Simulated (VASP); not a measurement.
Data:

```yaml
crystal:
  lattice:
    - [1.78943, -3.09938, 0.00000]
    - [1.78943, 3.09938, 0.00000]
    - [0.00000, 0.00000, 5.60971]
  atoms:
    - { symbol: Gd, position: [0.33333, 0.66667, 0.25000] }
    - { symbol: Gd, position: [0.66667, 0.33333, 0.75000] }
```

All values below come from PBE GGA with D3 dispersion (zero damping), VASP's PBE PAW potentials (set 64) (plane waves; VASP 6.6.1). Settings: 520 eV cut-off, 13×13×8 Γ-centred mesh, tetrahedra with Blöchl corrections, potentials Gd_3.

The 4f electrons are frozen in the core of the lanthanide potential, so 4f levels, which can set the real gap, and their magnetism are missing.

Predict the energy per atom (σ→0), band gap (on the k-mesh) with the smallest direct gap where there is one.

band gap (on the k-mesh): none (metal, semimetal or under 0.01 eV)
energy per atom (σ→0): -4959 meV/atom

The absolute energy has meaning only against runs of the same code, potentials and settings.

The compound is Gd in the hcp structure. It was relaxed first, which changed the volume by -6 %.
